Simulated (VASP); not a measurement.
Here is a VASP 6.6.1 calculation.

Contents of INCAR:

```
PREC     = Accurate       # precision mode
ENCUT    = 600            # plane-wave cutoff, eV
EDIFF    = 1E-7           # SCF threshold, eV
ISMEAR   = 0              # smearing method
SIGMA    = 0.02           # smearing width, eV
LREAL    = F              # projectors in reciprocal space
LASPH    = T              # aspherical terms in the spheres
NELM     = 60             # most SCF steps
ALGO     = Normal         # electronic algorithm
ISIF     = 3              # what is computed and relaxed
LWAVE    = F              # write WAVECAR
LCHARG   = F              # write CHGCAR
METAGGA  = R2SCAN         # meta-GGA
LMIXTAU  = T            
LUSE_VDW = T            
IVDW_NL  = 2            
BPARAM   = 11.95        
CPARAM   = 0.0093       
IBRION   = 2              # ionic algorithm
NSW      = 90             # ionic steps
EDIFFG   = -0.005         # ionic threshold
```

The input KPOINTS:

```
regular mesh
0
Gamma
  10 10 10
```

Contents of POSCAR:

```
CdTe
1.0
    0.0000000000      3.2821135600      3.2821135600
    3.2821135600      0.0000000000      3.2821135600
    3.2821135600      3.2821135600      0.0000000000
Cd Te
1 1
Direct
    0.0000000000      0.0000000000      0.0000000000
    0.7500000000      0.7500000000      0.7500000000
```

Potentials or basis: VASP PAW PBE potentials, release 64 (Cd, Te).

Command:

```bash
$ cat potpaw_PBE.64/Cd/POTCAR potpaw_PBE.64/Te/POTCAR > POTCAR
$ mpirun -np 1 vasp_std > vasp.out
```

(1) Estimate the relaxed cell.

(2) What does it give for the band gap on the k mesh?

(3) Predict the space group after relaxing (to 0.05 Å).

(4) Predict the relaxed volume.

Answers

(1) a = 4.615 Å, b = 4.615 Å, c = 4.615 Å, α = 60.00°, β = 60.00°, γ = 60.00°.

(2) 1.16 eV, direct.

(3) F-43m (No. 216).

(4) 34.76 Å³/atom.

Caveat: the PAW data sets were made with another functional, which shifts forces and pressure a little; spin-orbit coupling is left out, which moves the levels of the heavy elements.
